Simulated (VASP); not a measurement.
# A VASP study of GeMo (PBEsol + D3): structure first, properties next

Wanted: the relaxed cell of GeMo and its properties. The steps: rough relaxation of the start cell, full relaxation (PBEsol + D3), density, ELF and potential (PBEsol + D3), band structure (PBEsol + D3), density of states (PBEsol + D3), bands along the symmetry lines (PBEsol + D3 + SOC), core-level energies (PBEsol + D3) and independent-particle dielectric function (PBEsol + D3). The cell is invented: it takes the structure of COD entry 9007456, WC (space group 187 there), with all of its atoms replaced by other elements, volume scaled by an estimate. It may not be a known or stable phase.

Method: PBEsol with D3; plane waves and PAW (Mo_sv, Ge_d), in the first sound run; inputs show where later runs differ, in VASP 6.6.1.

### Step 1. The structure

Before any relaxation, the start is as follows. The structure is hexagonal, space group P-6m2 (No. 187). Conventional cell: a = 3.104 Å, b = 3.104 Å, c = 3.029 Å, α = 90.00°, β = 90.00°, γ = 120.00°. Nearest to Mo lie 6 Ge at 2.35 Å. Ge has 6 Mo at 2.35 Å nearest. It derives from WC. It takes the structure of COD entry 9007456, WC (space group 187 there), with all of its atoms replaced by other elements, volume scaled by an estimate. Farther neighbours are not listed.

Coordinates:

```cif
data_structure
_symmetry_space_group_name_H-M 'P-6m2'
_symmetry_Int_Tables_number 187
_cell_length_a 3.1040
_cell_length_b 3.1040
_cell_length_c 3.0293
_cell_angle_alpha 90.000
_cell_angle_beta 90.000
_cell_angle_gamma 120.000
_cell_volume 25.28
loop_
_atom_site_label
_atom_site_type_symbol
_atom_site_symmetry_multiplicity
_atom_site_Wyckoff_symbol
_atom_site_fract_x
_atom_site_fract_y
_atom_site_fract_z
_atom_site_occupancy
Mo1 Mo 1 a 0.00000 0.00000 0.00000 1
Ge1 Ge 1 f 0.66667 0.33333 0.50000 1
```

### Step 2. Rough relaxation of the start cell

The start is only an estimate, so a cheap relaxation brings it near a minimum before any careful run. PBEsol restores the gradient expansion of exchange and is tuned for the cells of solids. A dispersion term adds the long-range attraction that semilocal functionals lack. D3 makes the C6 coefficients depend on coordination; zero damping switches the term off at short range.

INCAR

```
SYSTEM = GeMo
PREC = Normal
ENCUT = 410
EDIFF = 1E-05
NELM = 60
ISMEAR = 0
SIGMA = 0.05
LREAL = .FALSE.
ALGO = Fast
GGA = PS
IVDW = 11
NBANDS = 20
LORBIT = 11
LWAVE = .FALSE.
LCHARG = .FALSE.
IBRION = 2
NSW = 40
ISIF = 3
EDIFFG = -0.04
```

POSCAR

```
GeMo
1.0
    3.1039970000      0.0000000000      0.0000000000
   -1.5519980000      2.6881400000      0.0000000000
    0.0000000000      0.0000000000      3.0293470000
Mo Ge
1 1
Direct
    0.0000000000      0.0000000000      0.0000000000
    0.6666666700      0.3333333300      0.5000000000
```

KPOINTS

```
Automatic mesh
0
Gamma
6 6 5
0 0 0
```

Potentials, in the order of the species: Mo_sv and Ge_d (PBE family, release 64).

Run with:

```console
$ mpirun -np 1 vasp_std
```

Log:

```text
[banner, memory and clock lines left out]
running    1 mpi-ranks, on    1 nodes
 distrk:  each k-point on    1 cores,    1 groups
 distr:  one band on    1 cores,    1 groups

 POSCAR found type information on POSCAR MoGe
 POSCAR found :  2 types and       2 ions
|                                                                             |
|               ----> ADVICE to this user running VASP <----                  |
|                                                                             |
|     You enforced a specific xc type in the INCAR file but a different       |
|     [... a line on the potential file left out ...]
|     I HOPE YOU KNOW WHAT YOU ARE DOING!                                     |
|                                                                             |

 LDA part: xc-table for (Slater+PW92), standard interpolation
 POSCAR, INCAR and KPOINTS ok, starting setup
 FFT: planning ... GRIDC
 FFT: planning ... GRID_SOFT
 FFT: planning ... GRID
 WAVECAR not read
 entering main loop
       N       E                     dE             d eps       ncg     rms          rms(c)
DAV:   1     0.192971685468E+03    0.19297E+03   -0.12620E+04  1008   0.313E+03
DAV:   2    -0.978561602844E+00   -0.19395E+03   -0.18624E+03   856   0.579E+02
DAV:   3    -0.160776419179E+02   -0.15099E+02   -0.14920E+02   960   0.110E+02
DAV:   4    -0.163359102294E+02   -0.25827E+00   -0.25798E+00   896   0.152E+01
DAV:   5    -0.163387230169E+02   -0.28128E-02   -0.28127E-02   952   0.175E+00    0.283E+01
RMM:   6    -0.155546129167E+02    0.78411E+00   -0.14617E+00   959   0.820E+00    0.894E+00
RMM:   7    -0.154928098702E+02    0.61803E-01   -0.17517E-01   962   0.417E+00    0.272E+00
RMM:   8    -0.154771062100E+02    0.15704E-01   -0.26936E-02   959   0.151E+00    0.536E-01
RMM:   9    -0.154764559091E+02    0.65030E-03   -0.58379E-03   993   0.803E-01    0.178E-01
RMM:  10    -0.154764616489E+02   -0.57398E-05   -0.10900E-03   962   0.347E-01    0.694E-02
RMM:  11    -0.154764860843E+02   -0.24435E-04   -0.23750E-04   944   0.138E-01    0.323E-02
RMM:  12    -0.154764885645E+02   -0.24802E-05   -0.48516E-05   730   0.719E-02
   1 F= -.16300040E+02 E0= -.16299070E+02  d E =-.163000E+02
 curvature:   0.00 expect dE= 0.000E+00 dE for cont linesearch  0.000E+00
 trial: gam= 0.00000 g(F)=  0.225E-42 g(S)=  0.983E+01 ort = 0.000E+00 (trialstep = 0.100E+01)
 search vector abs. value=  0.983E+01
 bond charge predicted
       N       E                     dE             d eps       ncg     rms          rms(c)
DAV:   1    -0.200220167532E+03   -0.18474E+03   -0.51683E+03   964   0.168E+03    0.349E+02
RMM:   2    -0.540733796465E+02    0.14615E+03   -0.36187E+02  1007   0.166E+02    0.164E+02
RMM:   3    -0.200803842380E+02    0.33993E+02   -0.11425E+02   960   0.886E+01    0.108E+02
RMM:   4    -0.170622050434E+02    0.30182E+01   -0.25184E+01   940   0.449E+01    0.830E+01
RMM:   5    -0.187988251162E+02   -0.17366E+01   -0.15644E+01   948   0.283E+01    0.238E+01
RMM:   6    -0.141904343567E+02    0.46084E+01   -0.39545E+00   945   0.156E+01    0.167E+01
RMM:   7    -0.138578465422E+02    0.33259E+00   -0.64354E+00   966   0.191E+01    0.839E+00
RMM:   8    -0.133121684735E+02    0.54568E+00   -0.64622E-01   937   0.559E+00    0.635E+00
RMM:   9    -0.132337581475E+02    0.78410E-01   -0.17588E-01   929   0.312E+00    0.305E+00
RMM:  10    -0.132086254078E+02    0.25133E-01   -0.42169E-02   966   0.159E+00    0.144E+00
RMM:  11    -0.132107955231E+02   -0.21701E-02   -0.27674E-02   940   0.119E+00    0.383E-01
RMM:  12    -0.132139036664E+02   -0.31081E-02   -0.13044E-02   968   0.453E-01    0.370E-01
RMM:  13    -0.132264711060E+02   -0.12567E-01   -0.42024E-03   971   0.371E-01    0.290E-01
RMM:  14    -0.132322525567E+02   -0.57815E-02   -0.34418E-02   866   0.169E-01    0.283E-01
RMM:  15    -0.132332258555E+02   -0.97330E-03   -0.68938E-03   730   0.858E-02    0.305E-01
RMM:  16    -0.132335058543E+02   -0.28000E-03   -0.15399E-03   687   0.502E-02    0.311E-01
RMM:  17    -0.132338910755E+02   -0.38522E-03   -0.27367E-04   841   0.838E-02    0.348E-01
RMM:  18    -0.132341081148E+02   -0.21704E-03   -0.89508E-05   754   0.457E-02    0.372E-01
RMM:  19    -0.132330905795E+02    0.10175E-02   -0.21904E-03  1188   0.315E-01    0.136E-01
RMM:  20    -0.132334100323E+02   -0.31945E-03   -0.39398E-04   976   0.124E-01    0.146E-01
RMM:  21    -0.132329787482E+02    0.43128E-03   -0.24437E-04   955   0.115E-01    0.420E-02
RMM:  22    -0.132329571169E+02    0.21631E-04   -0.24760E-05   696   0.404E-02    0.226E-02
RMM:  23    -0.132329538902E+02    0.32267E-05   -0.40568E-06   541   0.147E-02
   2 F= -.13713567E+02 E0= -.13712566E+02  d E =0.258647E+01
[... from here on, the cycles between the ionic steps are left out ...]
   3 F= -.17385426E+02 E0= -.17384157E+02  d E =-.108539E+01
   4 F= -.17459985E+02 E0= -.17458648E+02  d E =-.115994E+01
   5 F= -.17467286E+02 E0= -.17466106E+02  d E =-.116725E+01
   6 F= -.17538251E+02 E0= -.17537624E+02  d E =-.709644E-01
   7 F= -.17548667E+02 E0= -.17547801E+02  d E =-.813812E-01
   8 F= -.17564585E+02 E0= -.17563515E+02  d E =-.972992E-01
   9 F= -.17567891E+02 E0= -.17567293E+02  d E =-.100605E+00
  10 F= -.17567884E+02 E0= -.17567294E+02  d E =-.100598E+00
  11 F= -.17567555E+02 E0= -.17566956E+02  d E =0.329270E-03
  12 F= -.17567947E+02 E0= -.17567355E+02  d E =-.634293E-04
 curvature:  -0.12 expect dE=-0.320E-03 dE for cont linesearch -0.249E-03
 ZBRENT: interpolating
 opt :   0.1370  next Energy=   -17.567919 (dE=-0.356E-04)
 bond charge predicted
       N       E                     dE             d eps       ncg     rms          rms(c)
DAV:   1    -0.169092344552E+02    0.37926E-03   -0.15395E-02  1076   0.176E+00    0.278E-01
RMM:   2    -0.169084894650E+02    0.74499E-03   -0.15056E-03   943   0.380E-01    0.651E-02
RMM:   3    -0.169084051739E+02    0.84291E-04   -0.18100E-04   950   0.148E-01    0.372E-02
RMM:   4    -0.169083799113E+02    0.25263E-04   -0.62565E-05   848   0.773E-02    0.204E-02
RMM:   5    -0.169083804195E+02   -0.50819E-06   -0.14440E-05   584   0.507E-02
  13 F= -.17567933E+02 E0= -.17567342E+02  d E =-.491385E-04
 curvature:  -0.02 expect dE=-0.430E-05 dE for cont linesearch -0.145E-05
 trial: gam= 0.00000 g(F)=  0.433E-43 g(S)=  0.245E-03 ort =-0.206E-03 (trialstep = 0.857E+00)
 search vector abs. value=  0.245E-03
 reached required accuracy - stopping structural energy minimisation
```

It took 21 s on 1 MPI rank of Intel Xeon 6975P-C (Granite Rapids), shared host; peak memory 0.13 GiB.

Lines that name or quote the potential files are left out of all logs, and their timing lines are given in words.

OUTCAR, selected parts (step 2):

```text
ion  position               nearest neighbor table
   1  0.000  0.000  0.000-   2 2.35   2 2.35   2 2.35   2 2.35   2 2.35   2 2.35
   2  0.667  0.333  0.500-   1 2.35   1 2.35   1 2.35   1 2.35   1 2.35   1 2.35

  LATTYP: Found a hexagonal cell.
 ALAT       =     3.1039970000
 C/A-ratio  =     0.9759503634

 Subroutine GETGRP returns: Found 12 space group operations
 (whereof 12 operations were pure point group operations)

The static configuration has the point symmetry D_3h.

 Found     21 irreducible k-points:

   k-points           NKPTS =     21   k-points in BZ     NKDIM =     21   number of bands    NBANDS=     20

   dimension x,y,z NGX =    16 NGY =   16 NGZ =   16
   dimension x,y,z NGXF=    32 NGYF=   32 NGZF=   32

   ENCUT  =  410.0 eV  30.13 Ry    5.49 a.u.   5.12  5.12  5.00*2*pi/ulx,y,z

   NELECT =      28.0000    total number of electrons

 k-points in reciprocal lattice and weights: Automatic mesh
   0.00000000  0.00000000  0.00000000       0.006
   0.16666667 -0.00000000  0.00000000       0.033
   0.33333333 -0.00000000  0.00000000       0.033
   0.50000000 -0.00000000  0.00000000       0.017
   0.16666667  0.16666667  0.00000000       0.033
   0.33333333  0.16666667  0.00000000       0.067
   0.33333333  0.33333333  0.00000000       0.011
   0.00000000  0.00000000  0.20000000       0.011
   0.16666667 -0.00000000  0.20000000       0.067
[...]
0.33333333  0.16666667  0.40000000       0.133
   0.33333333  0.33333333  0.40000000       0.022

 Edisp (eV)   -0.65834

 average (electrostatic) potential at core
       1 -70.6792       2 -67.9659

 E-fermi :  10.3602

 k-point     1 :       0.0000    0.0000    0.0000
  band No.  band energies     occupation
    ...
      9     -13.5596      2.00000
     10      -1.6026      2.00000
     11       7.1327      2.00000
     12       8.9800      2.00000
     13       8.9800      2.00000
     14      10.8233      0.00000
     15      11.3179      0.00000
     16      11.3179      0.00000
     17      17.9728      0.00000
     18      17.9729      0.00000
    ...

 k-point     2 :       0.1667   -0.0000    0.0000
  band No.  band energies     occupation
    ...
     10      -1.0153      2.00000
     11       7.3883      2.00000
     12       8.2833      2.00000
     13       8.9692      2.00000
     14       9.5315      2.00000
     15      11.1705      0.00000
     16      13.6931      0.00000
     17      15.1940      0.00000
     18      16.5696      0.00000
     19      19.2722      0.00000
    ...

 k-point     3 :       0.3333   -0.0000    0.0000
  band No.  band energies     occupation
    ...
      9     -13.5293      2.00000
     10       0.5658      2.00000
     11       6.1894      2.00000
     12       7.6729      2.00000
     13       8.0514      2.00000
     14      10.8936      0.00000
     15      10.9614      0.00000
     16      13.4308      0.00000
     17      14.6711      0.00000
     18      16.0182      0.00000
    ...

 Edisp (eV)   -0.65955

  Total      -0.07126    -0.07126    -0.00368    -0.00000     0.00000    -0.00000
  in kB      -3.75996    -3.75996    -0.19430    -0.00000     0.00000    -0.00000
  external pressure =       -2.57 kB  Pullay stress =        0.00 kB

  energy-cutoff  :      410.00
  volume of cell :       30.37
      direct lattice vectors                 reciprocal lattice vectors
     3.150939547  0.000000004  0.000000000     0.317365657  0.183231106 -0.000000000
    -1.575469262  2.728793428 -0.000000000    -0.000000001  0.366462331  0.000000000
     0.000000000 -0.000000000  3.531757777    -0.000000000  0.000000000  0.283145126

 POSITION                                       TOTAL-FORCE (eV/Angst)
 -----------------------------------------------------------------------------------
      0.00000      0.00000     -0.00000        -0.000000     -0.000000     -0.000000
      1.57547      0.90960      1.76588         0.000000      0.000000      0.000000
 -----------------------------------------------------------------------------------
    total drift:                               -0.000035      0.000012     -0.000000

  FREE ENERGIE OF THE ION-ELECTRON SYSTEM (eV)
  ---------------------------------------------------
  free  energy   TOTEN  =       -17.5679330016 eV

  energy  without entropy=      -17.5667516396  energy(sigma->0) =      -17.56734232

 reached required accuracy - stopping structural energy minimisation

 total charge
# of ion       s       p       d       tot
------------------------------------------
    1        2.280   6.177   4.081  12.537
    2        1.139   1.374  10.105  12.617
--------------------------------------------------
tot          3.419   7.550  14.185  25.155

[... 3 further parts left out ...]
```

CONTCAR:

```
GeMo
   1.00000000000000
     3.1509395469526549    0.0000000043031124    0.0000000000000000
    -1.5754692621880944    2.7287934283620912   -0.0000000000000000
     0.0000000000000000   -0.0000000000000000    3.5317577773284885
  Mo              Ge
     1     1
Direct
     0.0000000000000000    0.0000000000000000    0.0000000000000000
     0.6666666699999979    0.3333333300000021    0.5000000000000000
```

The k-mesh is coarse for a metal. This relaxation is a rough one on cheap settings, only to bring the start near its minimum. The PAW data sets were made with PBE, which is usual practice but a small mismatch for other functionals. After so large a change of volume the plane waves of the start cell no longer fit, so the final stress carries a basis-set error. Dispersion corrections of this kind ignore metallic screening and tend to overbind metals. The run keeps the 12 symmetry operations of its start, so it cannot find a distortion of lower symmetry.

Relaxation path:

```
step  energy less that of the first step (eV)  largest force (eV/Å)  pressure (GPa)  volume (Å³)
   1                                   0.0000                0.0000           70.99        25.28
   2                                   2.5865                0.0000          -42.99        51.52
   3                                  -1.0854                0.0000          -13.07        33.24
   4                                  -1.1599                0.0000           -4.96        31.78
   5                                  -1.1672                0.0000           -1.62        31.24
   6                                  -1.2382                0.0000           -1.61        30.83
   7                                  -1.2486                0.0000            3.69        29.58
   8                                  -1.2645                0.0000            1.27        30.07
   9                                  -1.2679                0.0000            0.59        30.32
  10                                  -1.2678                0.0000            0.41        30.34
  11                                  -1.2675                0.0000           -1.41        30.52
  12                                  -1.2679                0.0000           -0.99        30.41
  13                                  -1.2679                0.0000           -0.26        30.37
```

```
     cell as run  before  after   change
           a (Å)   3.104  3.151   +1.5 %
           b (Å)   3.104  3.151   +1.5 %
           c (Å)   3.029  3.532  +16.6 %
volume (Å³/atom)   12.64  15.18  +20.1 %
```

The relaxed structure:

```xyz
2
Lattice="3.1509 0.0000 0.0000 -1.5755 2.7288 0.0000 0.0000 0.0000 3.5318" Properties=species:S:1:pos:R:3 pbc="T T T"
Mo    0.0000    0.0000    0.0000
Ge    1.5755    0.9096    1.7659
```

Numbers from this step:

```
electrons                              : 28
bands                                  : 20
irreducible k-points                   : 21
symmetry operations                    : 12
free energy (TOTEN)                    : -17.57 eV
energy at zero smearing                : -17.57 eV
Fermi energy                           : 10.36 eV
pressure                               : -0.2571 GPa
metallic, judged on the points sampled : yes
SCF cycles over all ionic steps        : 118
```

It ends with forces that vanish by symmetry and a pressure of -0.26 GPa.

(Part 1 of 4 ends here.)

[Lines on the potential files, build, host, timing and source positions are cut from VASP's logs without a mark.]

[Logs are printed without paths, hosts, clocks, repeated set-up lines and the standing remarks that a program may print on its own settings, such as how far it seeks lower states.]

[Hosts, paths, dates, database ids (printed as entryN), source tags and the programs' standing remarks are cut or masked in the printed files.]

[A measured line is paired with the nearest computed mode of its activity, which favours agreement.]

[In band tables of VASP the shares of atoms and orbitals are scaled to a sum of 1 inside the atoms' spheres.]
